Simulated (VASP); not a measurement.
These are PBEsol GGA, VASP's PBE PAW potentials (set 64) (plane waves; VASP) values and carry that method's errors.

Input for VASP

**INCAR**
```
SYSTEM = LaPt5
PREC = Accurate; ENCUT = 300; LREAL = F
LASPH = T
EDIFF = 1E-6; NELM = 100; ALGO = Normal
LMAXMIX = 6
ISMEAR = 0; SIGMA = 0.1
GGA = PS
ISIF = 2
LWAVE = F; LCHARG = F
```

**POSCAR**
```
LaPt5
1
    5.3930000000     0.0000000000     0.0000000000
   -2.6965000000     4.6704750000     0.0000000000
    0.0000000000     0.0000000000     4.3880000000
Pt La
5 1
Direct
  0.3464110000   0.6830490000   0.0028670000
  0.6670690000   0.3339410000  -0.0061210000
  0.4974230000   0.0026900000   0.4981860000
  0.5021200000   0.4908330000   0.5039810000
 -0.0039290000   0.4885940000   0.4860500000
 -0.0090930000   0.0008930000   0.0150370000
```

KPOINTS:
```
Automatic mesh
0
Gamma
7 7 7
0 0 0
```

POTCAR, in this order: Pt La (PBE.64 set). Program: vasp_std.

At this cut-off the stress carries a Pulay error, which pulls relaxed volumes low. Unless said otherwise, spin-orbit coupling is left out, though it shifts the bands of the heavy elements here.

Task: What does the run give for the energy per atom (σ→0), pressure, largest force, band gap (on the k-mesh)?

Result: 
- energy per atom (σ→0) = -7.416 eV/atom
- band gap (on the k-mesh) = none (metal, semimetal or under 0.01 eV)
- pressure = -1.71 GPa
- largest force = 1.328 eV/Å

**OSZICAR**
```
...
DAV:  12    -0.445051916673E+02    0.13143E-02   -0.58346E-03 22384   0.610E-01    0.126E-01
DAV:  13    -0.445050354520E+02    0.15622E-03   -0.29851E-03 21320   0.422E-01    0.421E-02
DAV:  14    -0.445050604299E+02   -0.24978E-04   -0.19495E-04 18752   0.615E-02    0.385E-02
DAV:  15    -0.445050475876E+02    0.12842E-04   -0.30665E-05 21580   0.402E-02    0.303E-02
DAV:  16    -0.445050292566E+02    0.18331E-04   -0.75096E-05 18492   0.681E-02    0.109E-02
DAV:  17    -0.445050272993E+02    0.19573E-05   -0.16132E-05 20448   0.299E-02    0.233E-03
DAV:  18    -0.445050273788E+02   -0.79494E-07   -0.51932E-07  9212   0.388E-03
   1 F= -.44505027E+02 E0= -.44495098E+02  d E =-.198583E-01
```

The structure comes from a measured LaPt5 entry of the Crystallography Open Database, whose conditions weren't checked. The cell was not relaxed at this level, atoms are displaced from their ideal sites. The electron count is odd and the run is not spin-polarised, which forces a metal.
